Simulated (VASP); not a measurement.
Here is a VASP 6.6.1 calculation.

Contents of INCAR:

```
SYSTEM = Cu2Mo
ALGO     = Fast           ! electronic algorithm
EDIFF    = 1E-5           ! SCF threshold, eV
ENCUT    = 520            ! plane-wave cutoff, eV
GGA      = PE             ! functional
ISIF     = 2              ! what is computed and relaxed
ISMEAR   = 0              ! smearing method
LASPH    = .TRUE.         ! aspherical terms in the spheres
LCHARG   = .FALSE.        ! write CHGCAR
LREAL    = Auto         
LWAVE    = .FALSE.        ! write WAVECAR
NBANDS   = 84             ! bands
NELM     = 80             ! most SCF steps
PREC     = Normal         ! precision mode
SIGMA    = 0.15           ! smearing width, eV
```

KPOINTS

```
k-points
0
G
  4 7 3
  0 0 0
```

Contents of POSCAR:

```
Cu2Mo
1.0
    6.3629200000      0.0000000000      0.0000000000
    0.0000000000      3.1814600000      0.0000000000
    0.0000000000      0.0000000000      8.1253600000
Cu Mo
8 4
Direct
    0.0000000000      0.5000000000      0.5794610000
    0.5000000000      0.5000000000      0.5794610000
    0.2500000000      0.0000000000      0.4205390000
    0.7500000000      0.0000000000      0.4205390000
    0.0000000000      0.5000000000      0.2703720000
    0.5000000000      0.5000000000      0.2703720000
    0.2500000000      0.0000000000      0.7296280000
    0.7500000000      0.0000000000      0.7296280000
    0.0000000000      0.5000000000      0.9199480000
    0.5000000000      0.5000000000      0.9199480000
    0.2500000000      0.0000000000      0.0800520000
    0.7500000000      0.0000000000      0.0800520000
```

Potentials or basis: VASP PAW PBE potentials, release 64 (Cu, Mo_sv).

The run is started by

```console
$ cat potpaw_PBE.64/Cu/POTCAR potpaw_PBE.64/Mo_sv/POTCAR > POTCAR
$ mpirun -np 1 vasp_std > vasp.out
```

What does it give for the band gap on the k mesh?

None (metal or under the smearing width).

Estimate the pressure.

0.0 GPa.

Stress tensor (GPa, compression positive):
```
 0.18  0.00  0.00
 0.00 -0.09  0.00
 0.00  0.00 -0.04
```
